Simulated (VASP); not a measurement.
Crystal: HfIn4SiO6.

```xyz
12
Lattice="2.7159 -4.7036 0.0083 2.7159 4.7036 0.0083 -1.8792 0.0000 7.4013" Properties=species:S:1:pos:R:3 pbc="T T T"
Hf    2.7159   -2.7125    0.0083
In    1.7763   -1.1453    3.7090
In    2.7159    0.4231    0.0083
In    1.7763    2.0313    3.7090
In    1.7763   -4.3098    3.7090
Si    2.7159    3.5589    0.0083
O    -1.1497    0.2444    6.4159
O     4.7022    0.2444    1.0021
O     1.9910   -1.2091    6.4253
O     1.5616   -1.2091    0.9927
O     1.8741    2.2355    0.9933
O     1.6785    2.2355    6.4246
```

The cell was built by a generator and needn't be a form met in nature.

```yaml
Program: VASP 6.6.1
Task: relaxation of cell and atoms
Functional: PBE
Dispersion: rVV10
Potentials_or_basis: VASP PAW PBE potentials, release 64 (Hf_pv, In_d, Si, O)
Cutoff: 600 eV
k_mesh: 6 × 6 × 4
Occupations: fermi-dirac, width 0.05 eV
Spin: no spin polarisation
```

At the start: pressure -1.8 GPa; volume 15.77 Å³/atom.

**Question.** How do energy, volume and symmetry change on relaxing?

**Answer.** Over 9 steps the energy falls by 2.8 meV/atom and the volume is 15.35 Å³/atom (-2.7 %); space group C2 (No. 5, to 0.05 Å).

Step by step:
| step | energy change (eV) | largest force (eV/Å) | pressure (GPa) | volume (Å³) |
| --- | --- | --- | --- | --- |
| 1 | 0.0000 | 0.1271 | -1.79 | 189.24 |
| 2 | -0.0107 | 0.2896 | 1.34 | 184.45 |
| 3 | -0.0183 | 0.1714 | 0.08 | 186.30 |
| 4 | -0.0276 | 0.1018 | 0.03 | 185.56 |
| 5 | -0.0326 | 0.0945 | -0.01 | 184.45 |
| 6 | -0.0340 | 0.0145 | -0.02 | 184.22 |
| 7 | -0.0340 | 0.0138 | -0.03 | 184.23 |
| 8 | -0.0340 | 0.0061 | 0.07 | 184.16 |
| 9 | -0.0340 | 0.0046 | 0.03 | 184.19 |

Final structure:
```
Hf In Si O
1.0
     2.70781   -4.68405    0.00822
     2.70781    4.68405    0.00822
    -1.87343    0.00000    7.25527
Hf In Si O
1 4 1 6
Direct
  0.78827 0.21173 0.00000
  0.62158 0.37842 0.50000
  0.45498 0.54502 0.00000
  0.28455 0.71545 0.50000
  0.95786 0.04214 0.50000
  0.12164 0.87836 0.00000
  0.05997 0.11280 0.86403
  0.88720 0.94003 0.13597
  0.79455 0.53614 0.86392
  0.46386 0.20545 0.13608
  0.15327 0.62889 0.13601
  0.37111 0.84673 0.86399
```
